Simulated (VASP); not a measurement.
Input:

```
CELL_PARAMETERS angstrom
      3.89489     0.00000     0.00000
      0.00000     3.89489     0.00000
      0.00000     0.00000     3.89489
ATOMIC_POSITIONS crystal
  Tl 0.00000 0.00000 0.00000
  Cl 0.50000 0.50000 0.50000
```

All values below come from PBE0 hybrid, VASP's PBE PAW potentials (set 64) (plane waves; VASP 6.6.1). Run with 520 eV cut-off, 6×6×6 Γ-centred mesh, Gaussian smearing of 0.050 eV, potentials Tl_d Cl.

Unless said otherwise, spin-orbit coupling is left out, though it shifts the bands of the heavy elements here.

Task: Estimate the energy per atom (σ→0), band gap (over the mesh, the named points and PBE's band edges) with the smallest direct gap where there is one.

Result: 
```json
{
  "band gap (over the mesh, the named points and PBE's band edges)": "3.63 eV",
  "smallest direct gap (over the mesh, the named points and PBE's band edges)": "3.63 eV",
  "energy per atom (σ→0)": "-3909 meV/atom"
}
```

Total energies compare only between runs with the same potentials, cut-off and functional.

The compound is TlCl in the CsCl type structure. It was relaxed first.
